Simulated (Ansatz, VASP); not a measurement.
# Two plane-wave programs on Cu2W

```
Cu W
1.0
     5.47528    0.00000    0.00000
     0.00000    5.47528    0.00000
     0.00000    0.00000    5.47528
Cu W
4 2
Direct
  0.25000 0.75000 0.25000
  0.75000 0.25000 0.25000
  0.25000 0.25000 0.75000
  0.75000 0.75000 0.75000
  0.00000 0.00000 0.00000
  0.50000 0.50000 0.50000
```

Change from the starting cell: species swapped into the Ti2H type (Pn-3m, No. 224).

Alike in both runs: functional PBE; k mesh 4 × 4 × 4; occupations gaussian, width 0.1 eV; no spin polarisation.

Ansatz relaxed the structure, and its values are those at the end. VASP's run is a single point on that final structure, the one shown.

```csv
,VASP,Ansatz
version,VASP 6.6.1,Ansatz 0.2.0
potentials or method,"VASP PAW PBE potentials, release 64 (Cu, W_sv)","scalar-relativistic, plane waves, PAW"
plane-wave cutoff (eV),520,420
valence electrons in the cell,72,104
```

Ansatz gave:

- gap on the k mesh at the Fermi level (eV): none
- pressure (GPa): 0.1

Which values does VASP return?

gap on the k mesh at the Fermi level (eV): none; pressure (GPa): 0.4.

A gap of «none» marks a metal or a gap that the smearing closes. The two sets of potentials don't hold the same shells in valence.

The runs have no spin-orbit coupling, so splittings on W are missing.
